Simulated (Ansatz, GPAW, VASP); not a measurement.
# SnO₂ (P4_2/mnm, 6 atoms in the cell) computed with different codes at matched settings

Self-consistent single point, at a second geometry (lattice scaled by 0.98). First geometry:

```xyz
6
Lattice="4.7400 0.0000 0.0000 0.0000 4.7400 0.0000 0.0000 0.0000 3.1900" Properties=species:S:1:pos:R:3 pbc="T T T"
Sn     0.0000     0.0000     0.0000
Sn     2.3700     2.3700     1.5950
O      1.4552     1.4552     0.0000
O      3.8252     0.9148     1.5950
O      0.9148     3.8252     1.5950
O      3.2848     3.2848     0.0000
```

Shared settings, as Ansatz (a quantum-chemistry and plane-wave program) writes them: kpoints.mp_grid.grid = 4 4 5; scf.occupations.method = fermi_dirac; scf.occupations.width = 0.01 eV. Potentials and cutoffs stand in the table.

| code | model | ΔF from the first geometry (meV/atom) | pressure (GPa) | largest force (eV/Å) | gap on the mesh (eV) | cutoff |
|---|---|---|---|---|---|---|
| GPAW | PBE, GPAW PAW datasets PBE (gpaw-data 1.0.1) | 73.4 | – | 0.495 | 2.016 | 900 eV |
| VASP | PBE, VASP's PBE PAW potentials (set 64) | 82.1 | 21.83 | 0.548 | 1.980 | 400 eV |
| Ansatz | PBE, default PAW files | 79.7 | 25.77 | 0.516 | 1.986 | default |

For VASP (by 4.5 GPa) the energy change implies a higher mean pressure, against the two pressures, than for the other programs: a sign of finite-basis (Pulay) stress.

A dash marks a value that a program does not give, or that is left out as unsure.

Gaps are read on the mesh.

The spread over the programs that give each value: ΔF from the first geometry within 8.7 meV/atom; pressure within 3.94 GPa; largest force within 0.053 eV/Å; gap on the mesh within 0.036 eV.

Ansatz's pressure is given at a fixed set of plane waves, as the other plane-wave codes print theirs; with its correction for the finite basis it is 26.64 GPa (the shift of 0.87 GPa shows how far the cutoff is from converged). The pressure of GPAW is left out: its cutoff lies under the one at which its stress was checked.

VASP's run is marked for a possible Pulay error in its stress at this cutoff; no cutoff test was made.

The starting cell has typed, rounded lattice constants, without a prior relaxation at this level. For this run, on top of that: lattice scaled by 0.98.

Left out of this page: Quantum ESPRESSO, CP2K, Elk, FLEUR and SIESTA (not drawn, or without a comparable value); ABINIT (with a known weakness of the program).

Keys are those of Ansatz 0.2.
